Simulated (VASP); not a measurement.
A convergence study with VASP on BaTiO₃ (cubic perovskite): a few settings are varied, all else stays as given below, so the limit is that of these other settings. The cell's lengths are 1 % over those of the tabulated start and one atom is moved, so it is off equilibrium.

```yaml
crystal:
  lattice:
    - [4.04000, 0.00000, 0.00000]
    - [0.00000, 4.04000, 0.00000]
    - [0.00000, 0.00000, 4.04000]
  atoms:
    - { symbol: Ba, position: [0.00000, 0.00000, 0.00000] }
    - { symbol: Ti, position: [0.50000, 0.50000, 0.50000] }
    - { symbol: O, position: [0.50000, 0.00000, 0.50000] }
    - { symbol: O, position: [0.00000, 0.50000, 0.50000] }
    - { symbol: O, position: [0.51500, 0.50000, 0.00000] }
```

Method: PBEsol GGA, VASP's PBE PAW potentials (set 64) (plane waves; VASP). The last row used: 700 eV cut-off, 4×4×4 Γ-centred mesh, Gaussian smearing of 0.050 eV, potentials Ba_sv Ti_sv O.

```tsv
setting	E (eV/atom)	pressure (GPa)	largest force (eV/Å)	electronic steps
ALGO = Normal, EDIFF = 1E-2	-8.3836	-8.09	0.294	10
ALGO = Normal, EDIFF = 1E-3	-8.3825	-7.22	0.297	12
ALGO = Normal, EDIFF = 1E-4	-8.3825	-6.93	0.296	15
ALGO = Normal, EDIFF = 1E-5	-8.3825	-6.92	0.296	15
ALGO = Normal, EDIFF = 1E-6	-8.3825	-6.90	0.296	16
ALGO = Normal, EDIFF = 1E-8	-8.3825	-6.88	0.296	19
ALGO = Normal, EDIFF = 1E-9	-8.3825	-6.89	0.296	22
ALGO = Fast, EDIFF = 1E-2	-8.3869	-18.30	0.298	14
ALGO = Fast, EDIFF = 1E-3	-8.3824	-6.38	0.296	17
ALGO = Fast, EDIFF = 1E-4	-8.3824	-6.51	0.298	18
ALGO = Fast, EDIFF = 1E-5	-8.3823	-6.91	0.298	63
ALGO = All, EDIFF = 1E-3	-8.3824	-7.68	0.301	19
ALGO = All, EDIFF = 1E-4	-8.3825	-6.89	0.296	23
ALGO = All, EDIFF = 1E-5	-8.3825	-6.86	0.297	27
ALGO = All, EDIFF = 1E-6	-8.3825	-6.90	0.296	33
ALGO = All, EDIFF = 1E-7	-8.3825	-6.89	0.296	41
ALGO = All, EDIFF = 1E-8	-8.3825	-6.89	0.296	48
ALGO = All, EDIFF = 1E-9	-8.3825	-6.89	0.296	53
```

Left out are rungs that failed or repeat a setting and relaxations that didn't move; long series are thinned to 24 rows.

The compound is BaTiO3 in the cubic perovskite structure, the ideal cubic form; the compound distorts at low or room temperature. The cell was not relaxed at this level, it is distorted from the ideal structure.
